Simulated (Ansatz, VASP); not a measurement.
Two plane-wave programs on As2Se

```
CELL_PARAMETERS angstrom
-3.52942 3.52942 2.65357
3.52942 -3.52942 2.65357
3.52942 3.52942 -2.65357
ATOMIC_POSITIONS crystal
As 0.87500 0.12500 0.75000
As 0.37500 0.12500 0.25000
As 0.87500 0.62500 0.75000
As 0.87500 0.12500 0.25000
Se 0.50000 0.50000 0.00000
Se 0.25000 0.75000 0.50000
```

Alike in both runs: task single point; functional LDA; k mesh 8 × 8 × 8; occupations gaussian, width 0.1 eV; no spin polarisation.

|  | VASP | Ansatz |
| --- | --- | --- |
| version | VASP 6.6.1 | Ansatz 0.2.0 |
| potentials or method | VASP PAW LDA potentials, release 64 (As, Se) | scalar-relativistic, plane waves, PAW |
| plane-wave cutoff (eV) | 520 | 420 |
| valence electrons in the cell | 32 | 92 |

Ansatz gave:

- gap on the k mesh at the Fermi level (eV): none
- pressure (GPa): -4.9
- largest component of the traceless stress (GPa): 0.88

Task: Which values does VASP return?

Result: gap on the k mesh at the Fermi level (eV): none; pressure (GPa): -4.7; largest component of the traceless stress (GPa): 0.83.

A gap of «none» marks a metal or a gap that the smearing closes. The two sets of potentials don't hold the same shells in valence.
